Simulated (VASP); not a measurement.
Level of theory: LDA (Ceperley-Alder, Perdew-Zunger), VASP's LDA PAW potentials (set 64) (plane waves; VASP).

A VASP calculation is set up with these files.

INCAR:
```
! general
SYSTEM  = CdF2
PREC    = Accurate
ENCUT   = 520
LREAL   = F
LASPH   = T
ICHARG  = 11

! electronic loop
EDIFF   = 1E-7
NELM    = 100
ALGO    = Normal
LMAXMIX = 4

! smearing
ISMEAR  = 0
SIGMA   = 0.05

! output
LWAVE   = F
LCHARG  = F
LORBIT  = 11
```

### KPOINTS
```
k-points along high-symmetry lines
15
Line-mode
Reciprocal
  0.000000   0.000000   0.000000 ! GAMMA
  0.500000   0.000000   0.500000 ! X

  0.500000   0.000000   0.500000 ! X
  0.625000   0.250000   0.625000 ! U

  0.375000   0.375000   0.750000 ! K
  0.000000   0.000000   0.000000 ! GAMMA

  0.000000   0.000000   0.000000 ! GAMMA
  0.500000   0.500000   0.500000 ! L

  0.500000   0.500000   0.500000 ! L
  0.500000   0.250000   0.750000 ! W

  0.500000   0.250000   0.750000 ! W
  0.500000   0.000000   0.500000 ! X
```

**POSCAR**
```
CdF2
1.0
  0.0000000000   2.6577377018   2.6577377018
  2.6577377018   0.0000000000   2.6577377018
  2.6577377018   2.6577377018   0.0000000000
Cd F
1 2
direct
  0.0000000000   0.0000000000   0.0000000000
  0.2500000000   0.2500000000   0.2500000000
  0.7500000000   0.7500000000   0.7500000000
```

POTCAR, in this order: Cd F (LDA.64 set). Program: vasp_std. Read from the step before: CHGCAR.

What VASP printed:

OSZICAR:
```
       N       E                     dE             d eps       ncg     rms          rms(c)
DAV:   1     0.199969419065E+03    0.19997E+03   -0.15798E+04  3140   0.156E+03
DAV:   2    -0.403010250424E+01   -0.20400E+03   -0.19883E+03  3604   0.386E+02
DAV:   3    -0.121269512815E+02   -0.80968E+01   -0.80812E+01  3260   0.856E+01
DAV:   4    -0.121682293865E+02   -0.41278E-01   -0.41272E-01  3487   0.600E+00
DAV:   5    -0.121683731466E+02   -0.14376E-03   -0.14376E-03  3276   0.318E-01
DAV:   6    -0.121683738688E+02   -0.72218E-06   -0.72228E-06  3515   0.222E-02
DAV:   7    -0.121683738728E+02   -0.40104E-08   -0.39721E-08  2560   0.157E-03
   1 F= -.12168374E+02 E0= -.12168374E+02  d E =-.210654E-10
```

File OUTCAR:
```
 val. band max:       -1.3342388579   @ k =   0.5000   0.2500   0.7500

 cond. band min:       1.6049303477   @ k =   0.0000   0.0000   0.0000



 k-point     1 :       0.0000    0.0000    0.0000
  band No.  band energies     occupation
      1     -22.0262      2.00000
      2     -20.7168      2.00000
      3      -7.1311      2.00000
      4      -7.1311      2.00000
      5      -7.1311      2.00000
      6      -5.6609      2.00000
      7      -5.6609      2.00000
      8      -2.4521      2.00000
      9      -2.4521      2.00000
     10      -2.4521      2.00000
     11      -1.7603      2.00000
     12      -1.7603      2.00000
     13      -1.7603      2.00000
     14       1.6049      0.00000
     15      11.1547      0.00000
     16      11.1547      0.00000
     17      11.1547      0.00000

 k-point     2 :       0.0357    0.0000    0.0357
  band No.  band energies     occupation
      1     -22.0197      2.00000
      2     -20.7228      2.00000
      3      -7.1233      2.00000
      4      -7.1233      2.00000
      5      -7.1102      2.00000
      6      -5.6691      2.00000
      7      -5.6592      2.00000
      8      -2.5131      2.00000
      9      -2.4675      2.00000
     10      -2.4675      2.00000
     11      -1.7636      2.00000
     12      -1.7636      2.00000
     13      -1.7615      2.00000
     14       1.6778      0.00000
     15      11.0596      0.00000
     16      11.1813      0.00000
     17      11.1813      0.00000

 k-point     3 :       0.0714    0.0000    0.0714
  band No.  band energies     occupation
      1     -22.0002      2.00000
      2     -20.7412      2.00000
      3      -7.0998      2.00000
      4      -7.0998      2.00000
      5      -7.0484      2.00000
      6      -5.6943      2.00000
      7      -5.6541      2.00000
      8      -2.6807      2.00000
      9      -2.5160      2.00000
     10      -2.5160      2.00000
     11      -1.7701      2.00000
     12      -1.7701      2.00000
...
```

The density is held fixed in this step, so its total energy and stress have no physical meaning.

The compound is CdF2 in the fluorite structure. It was relaxed first.
